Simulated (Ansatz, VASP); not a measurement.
**Two plane-wave programs on HPbNO4**

```xyz
7
Lattice="3.8020 0.1419 0.0889 -0.2498 5.4523 0.1625 -0.4755 -1.9012 5.6429" Properties=species:S:1:pos:R:3 pbc="T T T"
H    -0.0082    2.5632    3.1898
Pb    2.1183    2.6416    0.9910
N     2.7856    3.5559    5.6475
O    -0.4002   -0.9290    4.9939
O     2.6888   -0.0841    0.7916
O    -0.5832    2.3658    5.0319
O     0.1263    2.5356    2.2316
```

Change from the starting cell: volume scaled by 0.96.

Alike in both runs: task single point; functional PBE; k mesh 7 × 5 × 5; occupations fermi-dirac, width 0.05 eV; no spin polarisation.

|  | VASP | Ansatz |
| --- | --- | --- |
| version | VASP 6.6.1 | Ansatz 0.2.0 |
| potentials or method | VASP PAW PBE potentials, release 64 (H, Pb_d, N, O) | Ansatz PAW |
| plane-wave cutoff (eV) | 520 | 420 |
| valence electrons in the cell | 44 | 44 |

```csv
,VASP,Ansatz,Ansatz less VASP
gap on the k mesh at the Fermi level (eV),3.18,3.20,+0.024
least direct gap on the mesh (eV),3.26,3.29,+0.026
pressure (GPa),4.0,3.4,-0.63
largest component of the traceless stress (GPa),2.05,1.52,-0.532
rms of the force components (eV/Å),0.619,0.448,-0.1715
```

Atom by atom the forces differ by 0.175 eV/Å (rms over components). With one functional, cell and mesh, what is left measures potentials, basis and numerics.

Caveats: spin-orbit coupling is left out, which as a rule narrows the gap of such compounds by several tenths of an eV; forces of over 1 eV/Å show positions far from the minimum, so gaps and moduli don't describe the material at rest; the standard files for N, O and F lose accuracy on very short bonds (VASP); an odd mesh through Γ misses points on the zone boundary, where band edges often lie (VASP); odd divisions of the mesh miss points on the zone boundary, where band edges often lie, so the gap on the mesh can be too wide (Ansatz); the pressure holds a Pulay correction of +0.5 GPa for the finite cutoff (Ansatz).
